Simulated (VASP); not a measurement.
Wanted: the native input for a VASP 6.6.1 run.

```
Task                   : relaxation of the atoms
Functional             : PBE
Potentials or basis    : VASP PAW PBE potentials, release 64 (Pb_d, Ge_d, S)
Cutoff                 : 520 eV
k mesh                 : 9 × 9 × 5
Occupations            : fermi-dirac, width 0.1 eV
Spin                   : no spin polarisation
Dipole correction      : no
Further INCAR settings : ALGO = Normal; EDIFF = 1e-07; IBRION = 2; EDIFFG = -0.03; NSW = 100
```

The structure of GePbS2 lies in POSCAR:

```
GePbS2
1.0
    1.7795760000      3.0823140000      0.0000000000
   -1.7795760000      3.0823140000      0.0000000000
    0.0000000000      0.0000000000      6.6496110000
Pb Ge S
1 1 2
Direct
    0.0000000000      0.0000000000      0.0000000000
    0.0000000000      0.0000000000      0.5000000000
    0.3333000000      0.3334000000      0.2450000000
    0.6667000000      0.6666000000      0.7550000000
```

The cell was built by a generator and needn't be a form met in nature.

The input as run:

INCAR

```
SYSTEM = GePbS2
PREC = Accurate ; ENCUT = 520
EDIFF = 1E-7 ; ISMEAR = -1
SIGMA = 0.1 ; LREAL = .False.
LASPH = .True. ; NELM = 60
ALGO = Normal ; ISIF = 2
LWAVE = .False. ; LCHARG = .False.
GGA = PE ; IBRION = 2
NSW = 100 ; EDIFFG = -0.03
```

KPOINTS

```
Automatic mesh
0
Gamma
  9 9 5
  0 0 0
```

Potentials or basis: VASP PAW PBE potentials, release 64 (Pb_d, Ge_d, S).

Launch:

```bash
$ cat potpaw_PBE.64/Pb_d/POTCAR potpaw_PBE.64/Ge_d/POTCAR potpaw_PBE.64/S/POTCAR > POTCAR
$ mpirun -np 1 vasp_std > vasp.out
```

Results of the run:

| Property | Result |
| --- | --- |
| Energy gained by relaxing | 189.6 meV/atom |
| Ionic steps | 3 |
| Pressure after relaxing | 23.4 GPa |
| Largest force after relaxing | 0.013 eV/Å |
| Band gap on the k mesh | none (metal or under the smearing width) |

Run time: 11 min on 1 thread of Intel(R) Xeon(R) Platinum 8488C (Sapphire Rapids), on a shared host, peak memory 0.35 GiB.
